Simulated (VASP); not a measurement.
**Quasiparticle energies of BP in VASP**

Aim: the quasiparticle gap of BP, and what it costs to get it. The cell is of the zinc-blende type, one of the forms listed for this formula, which need not be the common one. The start is a cell from a database of measured crystal structures.

Calculated with VASP 6.6.1; PBE; plane waves and PAW (P_GW, B_GW), in the first sound run; inputs show where later runs differ.

## (1) Starting point

Symmetry: F-43m, No. 216, cubic system. The conventional cell has a = 4.538 Å, b = 4.538 Å, c = 4.538 Å, α = 90.00°, β = 90.00°, γ = 90.00°. P has 4 B at 1.97 Å nearest. B has 4 P at 1.97 Å nearest. Farther neighbours are not listed.

## (2) Ground state

The orbitals come from a self-consistent PBE run with a tight EDIFF and a narrow smearing. KPOINTS_OPT adds the bands along a path, which shows whether the mesh holds the band edges.

INCAR reads:

```
SYSTEM = BP
PREC = Accurate
ENCUT = 340
EDIFF = 1E-08
NELM = 100
ISMEAR = 0
SIGMA = 0.01
LREAL = .FALSE.
ALGO = Normal
GGA = PE
NBANDS = 10
LORBIT = 11
LWAVE = .TRUE.
LCHARG = .FALSE.
KPAR = 4
```

POSCAR reads:

```
BP
1.0
    0.0000000000      2.2690000000      2.2690000000
    2.2690000000      0.0000000000      2.2690000000
    2.2690000000      2.2690000000      0.0000000000
P B
1 1
Direct
    0.7500000000      0.7500000000      0.7500000000
    0.0000000000      0.0000000000      0.0000000000
```

KPOINTS reads:

```
Automatic mesh
0
Gamma
6 6 6
0 0 0
```

KPOINTS_OPT reads:

```
Line mode
12
Line-mode
Reciprocal
  0.00000000   0.00000000   0.00000000 GAMMA
  0.50000000   0.00000000   0.50000000 X

  0.50000000   0.00000000   0.50000000 X
  0.50000000   0.25000000   0.75000000 W

  0.50000000   0.25000000   0.75000000 W
  0.37500000   0.37500000   0.75000000 K

  0.37500000   0.37500000   0.75000000 K
  0.00000000   0.00000000   0.00000000 GAMMA

  0.00000000   0.00000000   0.00000000 GAMMA
  0.50000000   0.50000000   0.50000000 L

  0.50000000   0.50000000   0.50000000 L
  0.62500000   0.25000000   0.62500000 U

  0.62500000   0.25000000   0.62500000 U
  0.50000000   0.25000000   0.75000000 W

  0.50000000   0.25000000   0.75000000 W
  0.50000000   0.50000000   0.50000000 L

  0.50000000   0.50000000   0.50000000 L
  0.37500000   0.37500000   0.75000000 K

  0.62500000   0.25000000   0.62500000 U
  0.50000000   0.00000000   0.50000000 X
```

The projector-augmented-wave data sets are P_GW and B_GW (PBE family, release 64).

On the command line:

```console
$ mpirun -np 4 vasp_std
```

What it wrote:

```text
[banner, memory and clock lines left out]
running    4 mpi-ranks, on    1 nodes
 distrk:  each k-point on    1 cores,    4 groups
 distr:  one band on    1 cores,    1 groups

 POSCAR found type information on POSCAR P B
 POSCAR found :  2 types and       2 ions
 LDA part: xc-table for (Slater+PW92), standard interpolation
 POSCAR, INCAR and KPOINTS ok, starting setup
 FFT: planning ... GRIDC
 FFT: planning ... GRID_SOFT
 FFT: planning ... GRID
 WAVECAR not read
 entering main loop
       N       E                     dE             d eps       ncg     rms          rms(c)
DAV:   1     0.839111538753E+01    0.83911E+01   -0.34640E+03   320   0.597E+02
DAV:   2    -0.130382464831E+02   -0.21429E+02   -0.20218E+02   528   0.124E+02
DAV:   3    -0.136168793553E+02   -0.57863E+00   -0.57606E+00   430   0.166E+01
DAV:   4    -0.136225206308E+02   -0.56413E-02   -0.56380E-02   480   0.203E+00
DAV:   5    -0.136225882378E+02   -0.67607E-04   -0.67605E-04   426   0.179E-01    0.450E+00
DAV:   6    -0.129868592699E+02    0.63573E+00   -0.15681E+00   498   0.706E+00    0.205E+00
DAV:   7    -0.128956855313E+02    0.91174E-01   -0.21442E-01   482   0.270E+00    0.785E-01
DAV:   8    -0.128859872938E+02    0.96982E-02   -0.29611E-02   412   0.106E+00    0.915E-02
DAV:   9    -0.128863431017E+02   -0.35581E-03   -0.73370E-04   396   0.201E-01    0.465E-02
DAV:  10    -0.128864924372E+02   -0.14934E-03   -0.21529E-04   384   0.110E-01    0.114E-02
DAV:  11    -0.128864929741E+02   -0.53688E-06   -0.14471E-05   488   0.244E-02    0.407E-03
DAV:  12    -0.128864940081E+02   -0.10340E-05   -0.18669E-06   392   0.113E-02    0.713E-04
DAV:  13    -0.128864938661E+02    0.14199E-06   -0.71430E-08   446   0.173E-03    0.259E-04
DAV:  14    -0.128864938618E+02    0.43053E-08   -0.72733E-09   322   0.596E-04
   1 F= -.12886494E+02 E0= -.12886494E+02  d E =-.283653E-26
 Start KPOINTS_OPT (optional k-point list driver)
k-point batch [1-16\120]
       N       E                     dE             ncg
DAV:   1     0.525756081502E+03   -0.23781E+04      320
DAV:   2     0.165954122026E+03   -0.35980E+03      554
DAV:   3     0.157852880951E+03   -0.81012E+01      452
DAV:   4     0.157808756164E+03   -0.44125E-01      478
DAV:   5     0.157807919764E+03   -0.83640E-03      456
DAV:   6     0.157807915351E+03   -0.44131E-05      464
DAV:   7     0.157807915296E+03   -0.55587E-07      488
DAV:   8     0.157807915296E+03    0.30127E-10      488
[...]
k-point batch [113-120\120]
       N       E                     dE             ncg
DAV:   1     0.255704457798E+04   -0.21499E+04      160
DAV:   2     0.241270054308E+04   -0.14434E+03      288
DAV:   3     0.241032844247E+04   -0.23721E+01      246
DAV:   4     0.241031693950E+04   -0.11503E-01      256
DAV:   5     0.241031690699E+04   -0.32513E-04      224
DAV:   6     0.241031690672E+04   -0.26673E-06      240
DAV:   7     0.241031690672E+04   -0.42901E-08      240
 writing wavefunctions
```

Elapsed: 2 s, on 4 MPI ranks of Intel Xeon 6975P-C (Granite Rapids), shared host; peak memory 0.46 GiB.

Lines that name or quote the potential files are left out of all logs, and their timing lines are given in words.

OUTCAR, selected parts (step 2):

```text
ion  position               nearest neighbor table
   1  0.750  0.750  0.750-   2 1.97   2 1.97   2 1.97   2 1.97
   2  0.000  0.000  0.000-   1 1.97   1 1.97   1 1.97   1 1.97

  LATTYP: Found a face centered cubic cell.
 ALAT       =     4.5380000000

 Subroutine GETGRP returns: Found 24 space group operations
 (whereof 24 operations were pure point group operations)

The static configuration has the point symmetry T_d .

 Found     16 irreducible k-points:

   k-points           NKPTS =     16   k-points in BZ     NKDIM =     16   number of bands    NBANDS=     10

   dimension x,y,z NGX =    20 NGY =   20 NGZ =   20
   dimension x,y,z NGXF=    40 NGYF=   40 NGZF=   40

   ENCUT  =  340.0 eV  24.99 Ry    5.00 a.u.   4.82  4.82  4.82*2*pi/ulx,y,z

   NELECT =       8.0000    total number of electrons

 k-points in reciprocal lattice and weights: Automatic mesh
   0.00000000  0.00000000  0.00000000       0.005
   0.16666667  0.00000000  0.00000000       0.037
   0.33333333  0.00000000  0.00000000       0.037
   0.50000000  0.00000000  0.00000000       0.019
   0.16666667  0.16666667  0.00000000       0.028
   0.33333333  0.16666667  0.00000000       0.111
   0.50000000  0.16666667  0.00000000       0.111
  -0.33333333  0.16666667  0.00000000       0.111
  -0.16666667  0.16666667  0.00000000       0.056
[...]
-0.33333333  0.33333333  0.16666667       0.111
  -0.33333333  0.50000000  0.16666667       0.056

 average (electrostatic) potential at core
       1 -72.7025       2 -25.0907

 E-fermi :   7.2114

 k-point     1 :       0.0000    0.0000    0.0000
  band No.  band energies     occupation
      1      -8.3243      2.00000
      2       7.1395      2.00000
      3       7.1395      2.00000
      4       7.1395      2.00000
      5      10.5408      0.00000
      6      10.5408      0.00000
      7      10.5408      0.00000
      8      14.5124      0.00000
      9      18.6608      0.00000
    ...

 k-point     2 :       0.1667    0.0000    0.0000
  band No.  band energies     occupation
      1      -7.8264      2.00000
      2       4.3046      2.00000
      3       6.4757      2.00000
      4       6.4757      2.00000
      5      11.1567      0.00000
      6      11.4438      0.00000
      7      11.4438      0.00000
      8      15.8049      0.00000
      9      18.0116      0.00000
    ...

 k-point     3 :       0.3333    0.0000    0.0000
  band No.  band energies     occupation
      1      -6.4090      2.00000
      2       0.4080      2.00000
      3       5.6732      2.00000
      4       5.6732      2.00000
      5      11.0303      0.00000
      6      11.9922      0.00000
      7      11.9922      0.00000
      8      17.2556      0.00000
      9      18.9582      0.00000
    ...

  Total        0.0918962      0.0918962      0.0918962      0.0000000     -0.0000000      0.0000000
  in kB        6.3019465      6.3019465      6.3019465      0.0000000     -0.0000000      0.0000000
  external PRESSURE =       6.3019465 kB  Pullay stress =       0.0000000 kB

  energy-cutoff  :      340.00
  volume of cell :       23.36
      direct lattice vectors                 reciprocal lattice vectors
     0.000000000  2.269000000  2.269000000    -0.220361393  0.220361393  0.220361393
     2.269000000  0.000000000  2.269000000     0.220361393 -0.220361393  0.220361393
     2.269000000  2.269000000  0.000000000     0.220361393  0.220361393 -0.220361393

 POSITION                                       TOTAL-FORCE (eV/Angst)
 -----------------------------------------------------------------------------------
      3.40350      3.40350      3.40350         0.000000     -0.000000     -0.000000
      0.00000      0.00000      0.00000        -0.000000      0.000000      0.000000
 -----------------------------------------------------------------------------------
    total drift:                                0.000000      0.000000      0.000000

  FREE ENERGIE OF THE ION-ELECTRON SYSTEM (eV)
  ---------------------------------------------------
  free  energy   TOTEN  =       -12.8864938618 eV

  energy  without entropy=      -12.8864938618  energy(sigma->0) =      -12.88649386

 total charge
# of ion       s       p       d       tot
------------------------------------------
    1        1.085   1.778   0.145   3.008
    2        0.640   1.207   0.000   1.847
--------------------------------------------------
tot          1.725   2.985   0.145   4.855

[... 3 further parts left out ...]
```

This step gave:

```yaml
free_energy_toten: -12.89 eV
fermi_energy: 7.211 eV
pressure: 0.6302 GPa
least_gap_on_mesh_and_path: 1.235 eV
least_direct_gap_on_mesh_and_path: 3.401 eV
```

The highest empty bands on the path are converged less tightly, to about 0.1 eV. The electronic bands at the labelled points (eV, zero at the valence-band top; v1 is the highest filled band, c1 the lowest empty one):

```csv
point,v3,v2,v1,c1,c2,c3,c4
Γ,0.00,0.00,0.00,3.40,3.40,3.40,7.37
0.45 of the way,-3.19,-2.48,-2.48,1.97,5.47,7.20,7.20
X,-8.59,-4.11,-4.11,1.33,1.66,12.08,12.08
0.45 of the way,-8.40,-4.82,-4.76,2.65,3.10,10.50,11.27
W,-8.06,-5.67,-5.47,5.33,6.76,7.24,7.44
0.55 of the way,-8.12,-6.09,-4.29,3.32,6.08,8.64,9.46
K,-8.17,-6.22,-3.50,2.14,6.00,9.71,10.60
0.55 of the way,-4.42,-3.45,-0.88,4.63,4.79,5.81,8.30
Γ,0.00,0.00,0.00,3.40,3.40,3.40,7.37
0.45 of the way,-4.30,-1.00,-1.00,4.02,4.67,4.67,9.39
L,-9.04,-1.76,-1.76,3.77,4.71,4.71,10.14
0.45 of the way,-8.66,-3.88,-2.44,3.41,6.28,6.38,9.97
U,-8.17,-6.22,-3.50,2.14,6.00,9.71,10.60
0.45 of the way,-8.12,-6.09,-4.29,3.32,6.08,8.64,9.46
W,-8.06,-5.67,-5.47,5.33,6.76,7.24,7.44
0.45 of the way,-8.36,-4.82,-3.34,4.25,5.32,8.75,9.57
L,-9.04,-1.76,-1.76,3.77,4.71,4.71,10.14
0.55 of the way,-8.51,-4.51,-2.66,3.15,6.86,7.09,9.41
K,-8.17,-6.22,-3.50,2.14,6.00,9.71,10.60
jump to U,-8.17,-6.22,-3.50,2.14,6.00,9.71,10.60
0.55 of the way,-8.49,-4.93,-3.98,1.60,2.77,11.46,11.71
X,-8.59,-4.11,-4.11,1.33,1.66,12.08,12.08
```

Of the projections kept (P, B), the largest for each band there, as a share of the weight inside these atoms' spheres; weight between the spheres isn't counted:

| point | v3 | v2 | v1 | c1 | c2 | c3 | c4 |
| --- | --- | --- | --- | --- | --- | --- | --- |
| Γ | P 0.54 | P 0.54 | P 0.54 | P 0.74 | P 0.74 | P 0.74 | B 0.52 |
| X | B 0.56 | P 0.59 | P 0.59 | P 0.57 | P 0.75 | P 0.54 | P 0.54 |
| W | B 0.60 | P 0.67 | P 0.56 | B 0.58 | P 1.00 | B 0.55 | P 0.70 |
| K | B 0.57 | P 0.62 | P 0.59 | P 0.64 | P 0.61 | P 0.59 | P 0.62 |
| Γ | P 0.54 | P 0.54 | P 0.54 | P 0.74 | P 0.74 | P 0.74 | B 0.52 |
| L | P 0.53 | P 0.58 | P 0.58 | P 0.60 | P 0.72 | P 0.72 | B 0.73 |

The electronic bands as a text plot (rows in eV, shown from -8.0 to 6.5 only):

```
    6.2 |   +        + +++  ++              +  +++ +
    5.6 |                    ++                     +     +
    5.0 |  +         ++       ++      +++ ++      ++ +++ +    +
    4.4 | +  +      +        ++++    +   ++      +  ++ ++
    3.8 |+    +     +  +    +  +++ +++++++++          +++++
    3.2 |++               ++     ++         +   +          +
    2.6 |  ++  +   +    +                    ++             +  +
    2.0 |       + ++     +                     +             ++ +
    1.4 |    ++++++                                            ++
    0.8 |
    0.2 |                       ***
   -0.4 |**                    * * **
   -1.0 |  *                 ** *  * **
   -1.6 |  **               *  *       ****             **
   -2.2 |   *              *   *    *      **         ** **
   -2.8 |    *            *                * *       *     **
   -3.5 |     **        **    *      *        **      *   *  **
   -4.1 |    *  ***          *              *   *   **         **
   -4.7 |          *   *      *                    *       *   *
   -5.3 |     *     ***     **        *      *   ** *
   -5.9 |            ***  **                  * ****        * *
   -6.5 |      *        **  *          *       *             *
   -7.1 |       *          *
   -7.7 |                 *                        *
         Γ       X    W  K        Γ      L     U  W     L   K|U X
```

The cell has a gap of 1.23 eV on mesh and path.

## (3) Empty bands

ALGO = Exact makes the empty bands from the converged ground state in one step. LOPTICS writes the k-derivatives of the orbitals (WAVEDER), which give the long-wavelength limit of the screening.

INCAR reads:

```
SYSTEM = BP
PREC = Accurate
ENCUT = 340
ISMEAR = 0
SIGMA = 0.01
LREAL = .FALSE.
GGA = PE
NBANDS = 132
ALGO = Exact
NELM = 1
LWAVE = .TRUE.
LCHARG = .FALSE.
LOPTICS = .TRUE.
NEDOS = 1000
CSHIFT = 0.1
```

POSCAR is that of step 2.

KPOINTS is that of step 2.

On the command line:

```console
$ mpirun -np 4 vasp_std
```

What it wrote:

```text
[banner, memory and clock lines left out]
running    4 mpi-ranks, on    1 nodes
 distrk:  each k-point on    4 cores,    1 groups
 distr:  one band on    1 cores,    4 groups

 POSCAR found type information on POSCAR P B
 POSCAR found :  2 types and       2 ions
 LDA part: xc-table for (Slater+PW92), standard interpolation
 found WAVECAR, reading the header
  number of bands has changed, file:    10 present:   132
  trying to continue reading WAVECAR, but it might fail
 POSCAR, INCAR and KPOINTS ok, starting setup
 FFT: planning ... GRIDC
 FFT: planning ... GRID_SOFT
 FFT: planning ... GRID
 reading WAVECAR
 random initialization beyond band           10
 the WAVECAR file was read successfully
 initial charge from wavefunction
 entering main loop
       N       E                     dE             d eps       ncg     rms          rms(c)
DIA:   1    -0.128864938520E+02   -0.12886E+02    0.00000E+00     0   0.000E+00
   1 F= -.12886494E+02 E0= -.12886494E+02  d E =-.155175-132
 writing wavefunctions
 optical routines
 imaginary and real dielectric function
 recalculating local potential from charge density
 direction            1
 direction            2
 direction            3
```

The job ended after 1.4 s (4 MPI ranks; peak memory 0.44 GiB; 3.8 s of CPU time).

Parts of OUTCAR (step 3):

```text
The static configuration has the point symmetry T_d .

 Found     16 irreducible k-points:

   k-points           NKPTS =     16   k-points in BZ     NKDIM =     16   number of bands    NBANDS=    132

   NELECT =       8.0000    total number of electrons

 E-fermi :   7.3117

 k-point     1 :       0.0000    0.0000    0.0000
  band No.  band energies     occupation
      1      -8.3243      2.00000
      2       7.1395      2.00000
      3       7.1395      2.00000
      4       7.1395      2.00000
      5      10.5408      0.00000
      6      10.5408      0.00000
      7      10.5408      0.00000
      8      14.5124      0.00000
      9      18.6606      0.00000
    ...

  Total        0.0919372      0.0919372      0.0919372      0.0000000     -0.0000000      0.0000000
  in kB        6.3047595      6.3047595      6.3047595      0.0000000     -0.0000000      0.0000000
  external PRESSURE =       6.3047595 kB  Pullay stress =       0.0000000 kB

  FREE ENERGIE OF THE ION-ELECTRON SYSTEM (eV)
  ---------------------------------------------------
  free  energy   TOTEN  =       -12.8864938520 eV

  energy  without entropy=      -12.8864938520  energy(sigma->0) =      -12.88649385

 plasma frequency squared (from intraband transitions) (eV^2)
  --------------------------------------------------------------------------------------
       0.000      -0.000       0.000
      -0.000       0.000       0.000
       0.000       0.000       0.000

[... 13 parts as in an earlier step ...]

[... 1 further part left out ...]
```

The gap is read on the k-mesh alone, so it is an upper bound where the band edges lie off the mesh, and a coarse mesh can show a gap where there is none.

A gap read on the k-mesh alone can miss the band edges.

This step gave:

```yaml
gap_on_the_k_mesh: 1.332 eV
least_direct_gap_on_the_k_mesh: 3.401 eV
```

WAVECAR now holds 132 bands for 8 electrons. Its independent-particle dielectric tensor has xx, yy, zz = 10.7, 10.7, 10.7 on this mesh. It isn't tested for convergence in mesh or bands and lacks local fields, and at a small direct gap a coarse mesh makes it too large, which overscreens the GW step.

(Part 1 of 3 ends here.)

[Lines on the potential files, build, host, timing and source positions are cut from VASP's logs without a mark.]

[Logs are printed without paths, hosts, clocks, repeated set-up lines and the standing remarks that a program may print on its own settings, such as how far it seeks lower states.]

[Hosts, paths, dates, database ids (printed as entryN), source tags and the programs' standing remarks are cut or masked in the printed files.]

[Pressures printed for these runs are not shown converged in the cutoff: they can be off by several GPa and have the wrong sign.]

[In band tables of VASP the shares of atoms and orbitals are scaled to a sum of 1 inside the atoms' spheres.]
